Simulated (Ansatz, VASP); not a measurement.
# AgPt3: VASP beside Ansatz

INCAR

```
SYSTEM = AgPt3
  ALGO = Normal
  EDIFF = 1E-6
  ENCUT = 520
  ISIF = 2
  ISMEAR = -1
  LASPH = .True.
  LCHARG = .False.
  LREAL = .False.
  LWAVE = .False.
  NBANDS = 28
  NELM = 80
  PREC = Accurate
  SIGMA = 0.08
```

Contents of KPOINTS:

```
k-points
0
Gamma
  9 9 9
  0 0 0
```

Contents of POSCAR:

```
AgPt3
1.0
    3.8869564243      0.0000000000      0.0000000000
    0.0000000000      3.8869564243      0.0000000000
    0.0000000000      0.0000000000      3.8869564243
Ag Pt
1 3
Direct
    0.0000000000      0.0000000000      0.0000000000
    0.0000000000      0.5000000000      0.5000000000
    0.5000000000      0.0000000000      0.5000000000
    0.5000000000      0.5000000000      0.0000000000
```

Input for Ansatz:

```yaml
crystal:
  lattice:
    - [3.8869564243, 0.0, 0.0]
    - [0.0, 3.8869564243, 0.0]
    - [0.0, 0.0, 3.8869564243]
  atoms:
    - { symbol: Ag, position: [0.0, 0.0, 0.0] }
    - { symbol: Pt, position: [0.0, 0.5, 0.5] }
    - { symbol: Pt, position: [0.5, 0.0, 0.5] }
    - { symbol: Pt, position: [0.5, 0.5, 0.0] }
kpoints:
  mp_grid: { grid: [9, 9, 9] }
  band_path:
    path:
      - [0.0, 0.0, 0.0]
      - [0.0, 0.5, 0.0]
      - [0.5, 0.5, 0.0]
      - [0.0, 0.0, 0.0]
      - [0.5, 0.5, 0.5]
      - [0.0, 0.5, 0.0]
      - [0.5, 0.5, 0.5]
      - [0.5, 0.5, 0.0]
    npoints: 5
scf:
  occupations: { method: fermi_dirac, width: 0.08 }
hamiltonian:
  xc: lda
  pseudopotentials: { kind: all_electron, lapw: { basis_error: 0.0005 } }
output:
  forces: true
  stress: true
  eigenvalues: true
```

Change from the starting cell: volume scaled by 0.99.

Alike in both runs: task single point; functional LDA; k mesh 9 × 9 × 9; occupations fermi-dirac, width 0.08 eV; no spin polarisation.

|  | VASP | Ansatz |
| --- | --- | --- |
| version | VASP 6.6.1 | Ansatz 0.2.0 |
| potentials or method | VASP PAW LDA potentials, release 64 (Ag, Pt) | all-electron LAPW, scalar-relativistic |
| plane-wave cutoff (eV) | 520 | see its input |

```tsv
	VASP	Ansatz	Ansatz less VASP
pressure (GPa)	5.7	5.1	-0.57
```

Ansatz ran all-electron here, so the differences hold the error of VASP's frozen core and of both bases.

Spin-orbit coupling is left out, which matters for the levels of Pt.
